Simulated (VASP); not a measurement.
Wanted: the native input for a VASP 6.6.1 run.

```yaml
Task: relaxation of cell and atoms
Functional: PBEsol
Potentials_or_basis: VASP PAW PBE potentials, release 64 (Al, Ru_pv)
Cutoff: 600 eV
k_mesh: 6 × 6 × 6
Occupations: methfessel-paxton, width 0.2 eV
Spin: no spin polarisation
Further_INCAR_settings: ALGO = Normal; EDIFF = 1e-06; IBRION = 2; EDIFFG = -0.01; NSW = 60; ISIF = 3
```

The structure of AlRu4 lies in POSCAR:

```
AlRu4
1.0
    4.3933923300      0.0000000000      0.0000000000
    0.0000000000      4.3933923300      0.0000000000
    0.0000000000      0.0000000000      4.3933923300
Al Ru
1 4
Direct
    0.0000000000      0.0000000000      0.0000000000
    0.2437810800      0.7562189200      0.7562189200
    0.7562189200      0.2437810800      0.7562189200
    0.7562189200      0.7562189200      0.2437810800
    0.2437810800      0.2437810800      0.2437810800
```

The cell was built by a generator and needn't be a form met in nature.

These files were run (other wordings do the same):

INCAR

```
ALGO = Normal ; EDIFF = 1E-6
EDIFFG = -0.01 ; ENCUT = 600
GGA = PS ; IBRION = 2
ISIF = 3 ; ISMEAR = 1
LASPH = True ; LCHARG = False
LREAL = False ; LWAVE = False
NELM = 60 ; NSW = 60
PREC = Accurate ; SIGMA = 0.2
```

KPOINTS

```
k-points
0
Gamma
  6 6 6
```

Potentials or basis: VASP PAW PBE potentials, release 64 (Al, Ru_pv).

Launch:

```console
$ cat potpaw_PBE.64/Al/POTCAR potpaw_PBE.64/Ru_pv/POTCAR > POTCAR
$ mpirun -np 1 vasp_std > vasp.out
```

Results of the run:

The relaxed volume is 15.97 Å³/atom, the relaxed cell is a = 4.306 Å, b = 4.306 Å, c = 4.306 Å, α = 90.00°, β = 90.00°, γ = 90.00° and the space group after relaxing (to 0.05 Å) is P-43m (No. 215). The energy gained by relaxing is 2356.3 meV/atom, the ionic steps are 14 and the pressure after relaxing is 0.0 GPa. The largest force after relaxing is 0.008 eV/Å. The band gap on the k mesh is none (metal or under the smearing width).

Caveat: the PAW data sets were made with another functional, which shifts forces and pressure a little.

Wall time 15 min on 1 thread of Intel(R) Xeon(R) Platinum 8259CL CPU @ 2.50GHz (Skylake/Cascade Lake) (shared host), peak memory 0.25 GiB.
